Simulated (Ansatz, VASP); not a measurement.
BeSi: VASP beside Ansatz

```xyz
2
Lattice="0.0000 2.3472 2.3472 2.3472 0.0000 2.3472 2.3472 2.3472 0.0000" Properties=species:S:1:pos:R:3 pbc="T T T"
Be    0.0000    0.0000    0.0000
Si    2.3472    2.3472    2.3472
```

Alike in both runs: functional PBE; k mesh 20 × 20 × 20; occupations gaussian, width 0.1 eV; no spin polarisation.

Ansatz relaxed the structure, and its values are those at the end. VASP's run is a single point on that final structure, the one shown.

|  | VASP | Ansatz |
| --- | --- | --- |
| version | VASP 6.6.1 | Ansatz 0.2.0 |
| potentials or method | VASP PAW PBE potentials, release 64 (Be, Si) | scalar-relativistic, plane waves, PAW |
| plane-wave cutoff (eV) | 520 | 420 |
| valence electrons in the cell | 6 | 6 |

```csv
,VASP,Ansatz,Ansatz less VASP
gap on the k mesh at the Fermi level (eV),none,none,-
pressure (GPa),0.0,0.0,-0.03
```

A gap of «none» marks a metal or a gap that the smearing closes. With one functional, cell and mesh, what is left measures potentials, basis and numerics.
